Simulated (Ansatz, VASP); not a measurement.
Li4BeP2: VASP beside Ansatz

Contents of INCAR:

```
SYSTEM = Li4BeP2
ALGO     = Normal         ! electronic algorithm
EDIFF    = 1E-6           ! SCF threshold, eV
EDIFFG   = -0.01          ! ionic threshold
ENCUT    = 600            ! plane-wave cutoff, eV
GGA      = PE             ! functional
IBRION   = 2              ! ionic algorithm
ISIF     = 3              ! what is computed and relaxed
ISMEAR   = 0              ! smearing method
LASPH    = .True.         ! aspherical terms in the spheres
LCHARG   = .False.        ! write CHGCAR
LREAL    = .False.        ! projectors in reciprocal space
LWAVE    = .False.        ! write WAVECAR
NELM     = 100            ! most SCF steps
NSW      = 100            ! ionic steps
PREC     = Accurate       ! precision mode
SIGMA    = 0.1            ! smearing width, eV
```

KPOINTS

```
k-points
0
Gamma
  12 12 10
  0 0 0
```

The input POSCAR:

```
Li4BeP2
1.0
    5.1011095080      0.0000000000      0.0000000000
   -2.5505547540      4.4176904214      0.0000000000
    0.0000000000      0.0000000000      4.3260725629
Li Be P
4 1 2
Direct
    0.5000000000      0.0000000000      0.5000000000
    0.0000000000      0.5000000000      0.5000000000
    0.5000000000      0.5000000000      0.5000000000
    0.0000000000      0.0000000000      0.0000000000
    0.0000000000      0.0000000000      0.5000000000
    0.3333333333      0.6666666667      0.0000000000
    0.6666666667      0.3333333333      0.0000000000
```

Input for Ansatz:

```yaml
crystal:
  lattice:
    - [5.101109508, 0.0, 0.0]
    - [-2.550554754, 4.4176904214, 0.0]
    - [0.0, 0.0, 4.3260725629]
  atoms:
    - { symbol: Li, position: [0.5, 0.0, 0.5] }
    - { symbol: Li, position: [0.0, 0.5, 0.5] }
    - { symbol: Li, position: [0.5, 0.5, 0.5] }
    - { symbol: Li, position: [0.0, 0.0, 0.0] }
    - { symbol: Be, position: [0.0, 0.0, 0.5] }
    - { symbol: P, position: [0.3333333333, 0.6666666667, 0.0] }
    - { symbol: P, position: [0.6666666667, 0.3333333333, 0.0] }
basis:
  ecutwfc: 420
kpoints:
  mp_grid: { grid: [12, 12, 10] }
hamiltonian:
  xc: pbe
scf:
  occupations: { method: gaussian, width: 0.1 }
output:
  forces: true
  stress: true
  eigenvalues: true
  write_density: true
  write_potential: true
  elf: true
  volumetric_format: npy
relax:
  adjacent_minimum: "off"
  f_tol: 0.01
  max_steps: 80
  cell: { stress_tol: 0.05 }
```

Alike in both runs: task relaxation of cell and atoms; functional PBE; k mesh 12 × 12 × 10; occupations gaussian, width 0.1 eV; no spin polarisation.

|  | VASP | Ansatz |
| --- | --- | --- |
| version | VASP 6.6.1 | Ansatz 0.2.0 |
| potentials or method | VASP PAW PBE potentials, release 64 (Li_sv, Be, P) | scalar-relativistic, plane waves, PAW |
| plane-wave cutoff (eV) | 600 | 420 |
| valence electrons in the cell | 24 | 24 |

|  | VASP | Ansatz | Ansatz less VASP |
| --- | --- | --- | --- |
| gap on the k mesh at the Fermi level, each at its own relaxed structure (eV) | none | none | - |
| relaxed volume (Å³/atom) | 13.96 | 14.03 | +0.065 |
| relaxed cell length with the largest relative difference (Å) | 5.114 | 5.123 | +0.0092 |

A gap of «none» marks a metal or a gap that the smearing closes.

Caveats: the cutoff is under 1.25 times the usual one of these potentials, so pressure, stress and relaxed cells hold a basis-set (Pulay) error (VASP).
